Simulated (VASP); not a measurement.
Runs of VASP 6.6.1 on Al15CrN16 (a cell with a defect). The cell holds a defect, 32 atoms: a = 6.220 Å, b = 6.220 Å, c = 9.960 Å, α = 90.00°, β = 90.00°, γ = 120.00°. 

```csv
task,fixed moment (μB),cell,k mesh,mesh quality,gap on the mesh (eV),moment (μB),largest force (eV/Å)
single point,2,"P1, 10.43 Å³/atom",4 × 4 × 2,not flagged,-,2.00,0.33
relaxation of the atoms,-,atoms relaxed,3 × 3 × 2,not flagged,0.43,4.00,0.03
single point,-,"P3m1, 10.43 Å³/atom",3 × 3 × 2,coarse,(b),4.00,3.23
single point,-,"P3m1, 10.43 Å³/atom",3 × 3 × 2,not flagged,(a),0.00,3.09
single point,2,"P3m1, 10.43 Å³/atom",3 × 3 × 2,coarse,-,2.00,2.40
single point,4,"P1, 10.43 Å³/atom",3 × 3 × 2,coarse,-,4.00,0.39
single point,-,"P1, 10.43 Å³/atom",3 × 3 × 2,not flagged,0.62,4.00,0.39
```

Alike in all rows: level PBEsol+U; potentials or basis VASP PAW PBE potentials, release 64 (Cr_pv, Al, N); spin collinear, ferromagnetic start; Cr d U = 3 eV; cutoff (eV) 450; smearing gaussian 0.03 eV.

Q: Fill in the values left out.

A: (a) 0.07; (b) none.

Caveats: some runs use coarse meshes; the cell is charged against a uniform background, so pressure and absolute levels hang on convention; the cutoff is under 1.25 times the usual one of these potentials, so pressure, stress and relaxed cells hold a basis-set (Pulay) error; the PAW data sets were made with another functional, which shifts forces and pressure a little; only a ferromagnetic start was run, and an antiferromagnetic order may lie lower in energy (some runs); the total moment is fixed, so each spin has its own Fermi level (some runs).

A k mesh can miss the band edges.
